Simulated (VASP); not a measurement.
Given:

```yaml
crystal:
  lattice:
    - [3.86997, 0.00000, 0.00000]
    - [0.00000, 3.86997, 0.00000]
    - [0.00000, 0.00000, 3.86997]
  atoms:
    - { symbol: Li, position: [0.50000, 0.00000, 0.00000] }
    - { symbol: Li, position: [0.00000, 0.50000, 0.00000] }
    - { symbol: Li, position: [0.00000, 0.00000, 0.50000] }
    - { symbol: Br, position: [0.50000, 0.50000, 0.50000] }
    - { symbol: O, position: [0.00000, 0.00000, 0.00000] }
```

Computed with LDA (Ceperley-Alder, Perdew-Zunger) with spin-orbit coupling, VASP's LDA PAW potentials (set 64) (plane waves; VASP). Numerical set-up: 520 eV cut-off, 5×5×5 Γ-centred mesh, Gaussian smearing of 0.050 eV, potentials Li_sv Br O.

Give the energies of bands 15 to 28 at the high-symmetry points, in eV from the valence-band maximum.

```csv
band,Γ,X,M,R
15,-3.08,-2.02,-1.84,-3.82
16,-3.08,-2.02,-1.84,-3.82
17,-0.61,-1.48,-1.23,-1.07
18,-0.61,-1.48,-1.23,-1.07
19,-0.39,-1.46,-0.05,-1.04
20,-0.39,-1.46,-0.05,-1.04
21,-0.39,-1.22,0.00,-1.04
22,-0.39,-1.22,0.00,-1.04
23,4.87,5.53,4.26,8.21
24,4.87,5.53,4.26,8.21
25,6.11,6.32,6.11,8.21
26,6.11,6.32,6.11,8.21
27,6.11,8.26,7.10,8.21
28,6.11,8.26,7.10,8.21
```

The gap is direct, 4.26 eV, from the valence maximum at M to the conduction minimum at M.

The structure comes from a computed database's Li3BrO entry (Pm-3m); how it stands against other phases isn't given here. It was relaxed first, which changed the volume by -6 %.
